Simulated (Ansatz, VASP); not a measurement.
# Cross-check of TiZn16 (TiZn16 (Cmcm)) between VASP and Ansatz, part 2 of 2

Wanted: the spread between two codes on one cell, functional and k mesh. Of the first pair: The structure shown is the start of the Ansatz relaxation below; VASP solves that cell, so the two are compared at the walk's first step.

VASP 6.6.1 and Ansatz 0.2.0.

So far. Step 3 (VASP: single point, PBEsol, start cell, pair 1): The run ends at a pressure of -1.92 GPa, with forces up to 0.065 eV/Å.

## 5. Ansatz: relaxation, PBEsol

Level of this step: Ansatz beside VASP: Kohn-Sham DFT, plane waves, PBEsol (Ansatz).

This run makes the geometry at which the two programs are then compared. The cell compared in this pair holds 484.18 Å³, against 493.11 Å³ for the pair before.

The structure compared here is the end of the Ansatz relaxation.

input.yaml

```yaml
crystal:
  lattice:
    - [3.8121715, -5.6254406, 0.0]
    - [3.8121715, 5.6254406, 0.0]
    - [0.0, 0.0, 11.4970991]
  atoms:
    - { symbol: Ti, position: [0.04724371, 0.95275629, 0.75] }
    - { symbol: Ti, position: [0.95275629, 0.04724371, 0.25] }
    - { symbol: Zn, position: [0.35409409, 0.98192803, 0.93018134] }
    - { symbol: Zn, position: [0.64590591, 0.01807197, 0.43018134] }
    - { symbol: Zn, position: [0.98192803, 0.35409409, 0.06981866] }
    - { symbol: Zn, position: [0.01807197, 0.64590591, 0.56981866] }
    - { symbol: Zn, position: [0.64590591, 0.01807197, 0.06981866] }
    - { symbol: Zn, position: [0.35409409, 0.98192803, 0.56981866] }
    - { symbol: Zn, position: [0.01807197, 0.64590591, 0.93018134] }
    - { symbol: Zn, position: [0.98192803, 0.35409409, 0.43018134] }
    - { symbol: Zn, position: [0.65510252, 0.75962095, 0.86608463] }
    - { symbol: Zn, position: [0.34489748, 0.24037905, 0.36608463] }
    - { symbol: Zn, position: [0.75962095, 0.65510252, 0.13391537] }
    - { symbol: Zn, position: [0.24037905, 0.34489748, 0.63391537] }
    - { symbol: Zn, position: [0.34489748, 0.24037905, 0.13391537] }
    - { symbol: Zn, position: [0.65510252, 0.75962095, 0.63391537] }
    - { symbol: Zn, position: [0.24037905, 0.34489748, 0.86608463] }
    - { symbol: Zn, position: [0.75962095, 0.65510252, 0.36608463] }
    - { symbol: Zn, position: [0.47850216, 0.19139691, 0.75] }
    - { symbol: Zn, position: [0.52149784, 0.80860309, 0.25] }
    - { symbol: Zn, position: [0.19139691, 0.47850216, 0.25] }
    - { symbol: Zn, position: [0.80860309, 0.52149784, 0.75] }
    - { symbol: Zn, position: [0.17645185, 0.82354815, 0.35998395] }
    - { symbol: Zn, position: [0.82354815, 0.17645185, 0.85998395] }
    - { symbol: Zn, position: [0.82354815, 0.17645185, 0.64001605] }
    - { symbol: Zn, position: [0.17645185, 0.82354815, 0.14001605] }
    - { symbol: Zn, position: [0.61962108, 0.38037892, 0.96914925] }
    - { symbol: Zn, position: [0.38037892, 0.61962108, 0.46914925] }
    - { symbol: Zn, position: [0.38037892, 0.61962108, 0.03085075] }
    - { symbol: Zn, position: [0.61962108, 0.38037892, 0.53085075] }
    - { symbol: Zn, position: [0.29098265, 0.70901735, 0.75] }
    - { symbol: Zn, position: [0.70901735, 0.29098265, 0.25] }
    - { symbol: Zn, position: [0.0, 0.0, 0.0] }
    - { symbol: Zn, position: [0.0, 0.0, 0.5] }
basis:
  ecutwfc: 420
  xc_grid: 2
hamiltonian:
  xc: pbesol
kpoints:
  mp_grid: { grid: [6, 6, 4] }
scf:
  occupations: { method: fermi_dirac, width: 0.05 }
  max_iter: 150
output:
  forces: true
  stress: true
relax:
  f_tol: 0.01
  max_steps: 60
  cell: {}
checkpoint:
  write: "../pbesol.run"
  compress: false
  write_wavefunctions: false
  write_every: 100000
```

The run is started by

```console
> ansatz run input.yaml --threads 4 --pin off --max-ram 6594MiB --backend cpu --events-out ev --progress --plain --runs-dir out
```

Numbers of over 12 decimals in the logs are rounded to 6 here.

The program printed:

```text
[...]
Crystal: 34 atoms, lattice volume = 493.114 Å³
Basis set: ecut = 420 eV, 9665 PW (Γ), exchange–correlation on 96×96×160 points (8 copies of the dense FFT grid, shifted against one another)
Bands: 245, of which v1, the nominal top of the filled ones, is band 204 counted from 1 (203 counted from 0)
Symmetry: 8 space group operations
[...]
k-points: 39 of 144
[...]
- { symbol: Zn, position: [0.645254, 0.018889, 0.070308] }
    - { symbol: Zn, position: [0.354746, 0.981111, 0.570308] }
    - { symbol: Zn, position: [0.018889, 0.645254, 0.929692] }
    - { symbol: Zn, position: [0.981111, 0.354746, 0.429692] }
[...]
- { symbol: Zn, position: [0.288586, 0.711414, 0.75] }
    - { symbol: Zn, position: [0.711414, 0.288586, 0.25] }
    - { symbol: Zn, position: [0, 0, 0] }
    - { symbol: Zn, position: [0, 0, 0.5] }
[key lines of the parts left out:]
SCF converged after 6 iterations
Free energy (F): -109938.935911 eV
Fermi energy:    12.064411 eV
P = ⅓ Tr σ = -0.0083 GPa (-0.083 kbar)
```

## 6. VASP: single point, PBEsol, relaxed cell, pair 2

The same cell, functional, mesh and smearing now go to VASP, with its own data sets.

INCAR

```
SYSTEM = TiZn16
PREC = Accurate
ENCUT = 500
EDIFF = 1E-06
NELM = 120
ISMEAR = -1
SIGMA = 0.05
LREAL = Auto
ALGO = Normal
GGA = PS
NBANDS = 236
LASPH = .TRUE.
LORBIT = 11
LWAVE = .FALSE.
LCHARG = .FALSE.
ISIF = 2
GGA_COMPAT = .FALSE.
KPAR = 4
```

POSCAR

```
TiZn16
1.0
    3.7766107964     -5.5720827594      0.0000000000
    3.7766107964      5.5720827594      0.0000000000
    0.0000000000      0.0000000000     11.5042582341
Ti Zn
2 32
Direct
    0.0464019439      0.9535980561      0.7500000000
    0.9535980561      0.0464019439      0.2500000000
    0.3547462162      0.9811111200      0.9296921374
    0.6452537838      0.0188888800      0.4296921374
    0.9811111200      0.3547462162      0.0703078626
    0.0188888800      0.6452537838      0.5703078626
    0.6452537838      0.0188888800      0.0703078626
    0.3547462162      0.9811111200      0.5703078626
    0.0188888800      0.6452537838      0.9296921374
    0.9811111200      0.3547462162      0.4296921374
    0.6528004876      0.7602879789      0.8651856742
    0.3471995124      0.2397120211      0.3651856742
    0.7602879789      0.6528004876      0.1348143258
    0.2397120211      0.3471995124      0.6348143258
    0.3471995124      0.2397120211      0.1348143258
    0.6528004876      0.7602879789      0.6348143258
    0.2397120211      0.3471995124      0.8651856742
    0.7602879789      0.6528004876      0.3651856742
    0.4773785897      0.1909341196      0.7500000000
    0.5226214103      0.8090658804      0.2500000000
    0.1909341196      0.4773785897      0.2500000000
    0.8090658804      0.5226214103      0.7500000000
    0.1774857158      0.8225142842      0.3600801314
    0.8225142842      0.1774857158      0.8600801314
    0.8225142842      0.1774857158      0.6399198686
    0.1774857158      0.8225142842      0.1399198686
    0.6175730133      0.3824269867      0.9680979499
    0.3824269867      0.6175730133      0.4680979499
    0.3824269867      0.6175730133      0.0319020501
    0.6175730133      0.3824269867      0.5319020501
    0.2885860044      0.7114139956      0.7500000000
    0.7114139956      0.2885860044      0.2500000000
    0.0000000000      0.0000000000      0.0000000000
    0.0000000000      0.0000000000      0.5000000000
```

KPOINTS

```
Automatic mesh
0
Gamma
6 6 4
0 0 0
```

PAW data sets: Ti_sv and Zn (PBE family, release 64).

The run is started by

```console
> mpirun -np 4 vasp_std
```

The program printed:

```text
[banner, memory and clock lines left out]
running    4 mpi-ranks, on    1 nodes
[...]
[... a notice as in an earlier step ...]

 LDA part: xc-table for (Slater+PW92), standard interpolation
 POSCAR, INCAR and KPOINTS ok, starting setup
[...]
entering main loop
       N       E                     dE             d eps       ncg     rms          rms(c)
DAV:   1     0.425615057229E+04    0.42562E+04   -0.17476E+05 18416   0.271E+03
DAV:   2     0.575485333544E+03   -0.36807E+04   -0.36070E+04 18408   0.679E+02
DAV:   3    -0.277855491033E+02   -0.60327E+03   -0.57908E+03 18728   0.226E+02
DAV:   4    -0.743895404462E+02   -0.46604E+02   -0.45489E+02 20952   0.650E+01
[...]
DAV:  16    -0.695369607893E+02    0.85965E-07   -0.92346E-05 20600   0.569E-02    0.113E-02
DAV:  17    -0.695369586212E+02    0.21680E-05   -0.78143E-06 21288   0.211E-02    0.533E-03
DAV:  18    -0.695369589573E+02   -0.33609E-06   -0.56448E-06 16416   0.182E-02
   1 F= -.69536959E+02 E0= -.69500987E+02  d E =-.719443E-01
```

OUTCAR, selected parts (step 6):

```text
  Total        1.3753514      1.2470678      1.5119163      0.0000000      0.0000000      0.0000000
  in kB        4.5510946      4.1265987      5.0029934      0.0000000      0.0000000      0.0000000
  external PRESSURE =       4.5602289 kB  Pullay stress =       0.0000000 kB

 POSITION                                       TOTAL-FORCE (eV/Angst)
 -----------------------------------------------------------------------------------
      3.77661      5.05497      8.62819         0.000000     -0.008541     -0.000000
      3.77661     -5.05497      2.87606         0.000000      0.008541     -0.000000
      5.04501      3.49016     10.69542        -0.000973      0.000115     -0.003331
      2.50821     -3.49016      4.94329         0.000973     -0.000115     -0.003331
      5.04501     -3.49016      0.80884        -0.000973     -0.000115      0.003331
      2.50821      3.49016      6.56097         0.000973      0.000115      0.003331
      2.50821     -3.49016      0.80884         0.000973     -0.000115      0.003331
      5.04501      3.49016      6.56097        -0.000973      0.000115      0.003331
      2.50821      3.49016     10.69542         0.000973      0.000115     -0.003331
      5.04501     -3.49016      4.94329        -0.000973     -0.000115     -0.003331
      5.33669      0.59893      9.95332         0.000758      0.003481      0.000765
      2.21654     -0.59893      4.20119        -0.000758     -0.003481      0.000765
      5.33669     -0.59893      1.55094         0.000758     -0.003481     -0.000765
      2.21654      0.59893      7.30307        -0.000758      0.003481     -0.000765
[...]
-----------------------------------------------------------------------------------
    total drift:                                0.000000     -0.000000      0.000000

  FREE ENERGIE OF THE ION-ELECTRON SYSTEM (eV)
  ---------------------------------------------------
  free  energy   TOTEN  =       -69.5369589573 eV

  energy  without entropy=      -69.4650146109  energy(sigma->0) =      -69.50098678

[... 2 further parts left out ...]
[key lines of the parts left out:]
E-fermi :   3.7359
```

The run ends at a pressure of 0.46 GPa, with forces up to 0.010 eV/Å.

## 7. Side by side

What differs besides the data sets and the points named for the pairs above, as far as they apply: the cutoff is 420 eV in Ansatz and 500 eV in VASP (PREC = Accurate, projectors in real space); Ansatz's pressure holds a Pulay correction, VASP's none. Total energies have different zeros and are not compared.

The two programs side by side:

```csv
quantity,Ansatz,VASP,difference
pressure (GPa),-0.01,0.46,-0.46
```

At this near-relaxed geometry the largest component of a force difference is 8 meV/Å.

## 8. Summary of results

```json
{
 "r.m.s. force difference (single point, PBEsol, start cell, pair 1)": "1.7 meV/Å",
 "difference in pressure (single point, PBEsol, relaxed cell, pair 2)": "-0.46 GPa"
}
```

In words: The difference in pressure is -0.46 GPa (single point, PBEsol, relaxed cell, pair 2), within the 1 GPa picked in this series as the mark of a large difference. Such differences can come from data sets, numerical settings and the points named under the comparisons, not from the functional's error against experiment.

[Lines on the potential files, build, host, timing and source positions are cut from VASP's logs without a mark.]

[Logs are printed without paths, hosts, clocks, repeated set-up lines and the standing remarks that a program may print on its own settings, such as how far it seeks lower states.]

[Hosts, paths, dates, database ids (printed as entryN), source tags and the programs' standing remarks are cut or masked in the printed files.]
